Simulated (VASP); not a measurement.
## Ca2ZrN2: single point with PBE

The system is Ca2ZrN2.

```
Ca Zr N
1.0
     6.73294    0.00000    0.00000
    -1.68324    2.91545    0.00000
     0.00000    0.00000    8.90193
Ca Zr N
4 2 4
Direct
  0.16667 0.66667 0.30342
  0.66667 0.66667 0.30342
  0.33333 0.33333 0.69658
  0.83333 0.33333 0.69658
  0.00000 0.00000 0.00000
  0.50000 0.00000 0.00000
  0.33333 0.33333 0.14049
  0.83333 0.33333 0.14049
  0.16667 0.66667 0.85951
  0.66667 0.66667 0.85951
```

The cell was built by a generator and needn't be a form met in nature.

| Property | Result |
| --- | --- |
| Program | VASP 6.6.1 |
| Task | single point |
| Functional | PBE |
| Potentials or basis | VASP PAW PBE potentials, release 64 (Ca_sv, Zr_sv, N) |
| Cutoff | 520 eV |
| k mesh | 8 × 8 × 3 |
| Occupations | gaussian, width 0.15 eV |
| Spin | no spin polarisation |
| Further INCAR settings | PREC = Normal; LREAL = Auto; ALGO = Fast; EDIFF = 1e-05; NBANDS = 53 |

```yaml
Pressure: 0.0 GPa
Largest_force: 0.021 eV/Å
Band_gap_on_the_k_mesh: none (metal or under the smearing width)
```

Forces in eV/Å, atoms in the order of the input:
```
Ca   0.000  0.000 -0.021
Ca   0.000  0.000 -0.021
Ca   0.000  0.000  0.021
Ca   0.000  0.000  0.021
Zr   0.000  0.000  0.000
Zr   0.000  0.000  0.000
N   -0.006 -0.003  0.003
N   -0.006 -0.003  0.003
N    0.006  0.003 -0.003
N    0.006  0.003 -0.003
```

Stress tensor (GPa, compression positive):
```
-0.05 -0.07  0.00
-0.07  0.03  0.00
 0.00  0.00 -0.10
```

Levels at points of the mesh, in eV from the Fermi level:
| k point | band 40 | band 41 | band 42 | band 43 | band 44 | band 45 |
| --- | --- | --- | --- | --- | --- | --- |
| (0.00, 0.00, 0.00) | -1.90 | -1.90 | -0.75 | 0.31 | 1.06 | 1.31 |
| (0.50, 0.00, 0.00) | -2.39 | -1.30 | -1.30 | 0.06 | 0.06 | 1.61 |
| (0.00, 0.50, 0.00) | -2.35 | -0.75 | -0.75 | 0.31 | 0.31 | 1.06 |
| (0.50, 0.50, 0.00) | -2.72 | -0.10 | -0.10 | 0.72 | 0.72 | 1.26 |

Run time: 11 min on 1 thread of Intel(R) Xeon(R) Platinum 8259CL CPU @ 2.50GHz (Skylake/Cascade Lake) (shared host), peak memory 0.45 GiB.
